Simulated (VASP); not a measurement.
Data:

```
CELL_PARAMETERS angstrom
      3.53429    -1.89447    -0.05383
      3.53429     1.89447    -0.05383
      2.56656     0.00000     3.08155
ATOMIC_POSITIONS crystal
  As 0.23050 0.23050 0.23050
  As 0.76950 0.76950 0.76950
```

These are PBEsol GGA, VASP's PBE PAW potentials (set 64) (plane waves; VASP) values and carry that method's errors. Run with 480 eV cut-off, 12×12×12 Γ-centred mesh, first-order Methfessel-Paxton smearing of 0.10 eV, potentials As.

Each relaxation starts from this cell; other phases were not tried.

Problem. The cell is relaxed at 2 GPa. What happens?

Solution. The volume per atom goes from 20.89 to 20.20 Å³ (-3.3 %), and the cell becomes a = 3.7671 Å, b = 3.7671 Å, c = 9.8630 Å, α = 90.00°, β = 90.00°, γ = 120.00°, space group R-3m.

Problem. The cell is relaxed at 10 GPa. What happens?

Solution. The volume per atom goes from 20.89 to 18.36 Å³ (-12.1 %), and the cell becomes a = b = 3.6917 Å, c = 9.3355 Å, α = β = 90.00°, γ = 120.00°, space group R-3m.

Failed runs are left out, and for metals the shear rows, which the mesh's noise covers.

The compound is As in the a7 structure.
